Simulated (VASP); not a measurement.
Write the native input for VASP 6.6.1 that does the following.

```
Task                   : single point
Functional             : PBE
Potentials or basis    : VASP PAW PBE potentials, release 64 (P, Ga_d, Sb)
Cutoff                 : 520 eV
k mesh                 : 6 × 6 × 6
Occupations            : fermi-dirac, width 0.02 eV
Spin                   : no spin polarisation
Dipole correction      : no
Further INCAR settings : ALGO = Fast; EDIFF = 1e-06; NBANDS = 36
```

The structure of Ga3Sb2P lies in POSCAR:

```
Ga3Sb2P
1.0
   -2.0884980158      6.2581737981      2.9463210126
    2.0884980158     -6.2581737981      2.9463210126
    2.0884980158      6.2581737981     -2.9463210126
P Ga Sb
1 3 2
Direct
    0.0013029160      0.0013029160      0.0000000000
    0.2181108672      0.7181108672      0.5000000000
    0.6132325842      0.7664847377      0.8467478465
    0.9197368911      0.7664847377      0.1532521535
    0.3337002478     -0.0011916292      0.3348918770
    0.6639164938     -0.0011916292      0.6651081230
```

The cell was built by a generator and needn't be a form met in nature.

These files were run (other wordings do the same):

INCAR

```
SYSTEM = Ga3Sb2P
ALGO = Fast ; EDIFF = 1E-6
ENCUT = 520 ; GGA = PE
ISIF = 2 ; ISMEAR = -1
LASPH = .True. ; LCHARG = .False.
LREAL = .False. ; LWAVE = .False.
NBANDS = 36 ; NELM = 80
PREC = Accurate ; SIGMA = 0.02
```

KPOINTS

```
k-points
0
Gamma
  6 6 6
  0 0 0
```

Potentials or basis: VASP PAW PBE potentials, release 64 (P, Ga_d, Sb).

Command:

```bash
$ cat potpaw_PBE.64/P/POTCAR potpaw_PBE.64/Ga_d/POTCAR potpaw_PBE.64/Sb/POTCAR > POTCAR
$ mpirun -np 1 vasp_std > vasp.out
```

Results of the run:

- Pressure: 2.1 GPa
- Largest force: 0.063 eV/Å
- Band gap on the k mesh: 0.13 eV, direct

Caveat: spin-orbit coupling is left out, which moves the levels of the heavy elements.

Wall time 13 min on 1 thread of Intel(R) Xeon(R) Platinum 8488C (Sapphire Rapids) (shared host), peak memory 0.52 GiB.
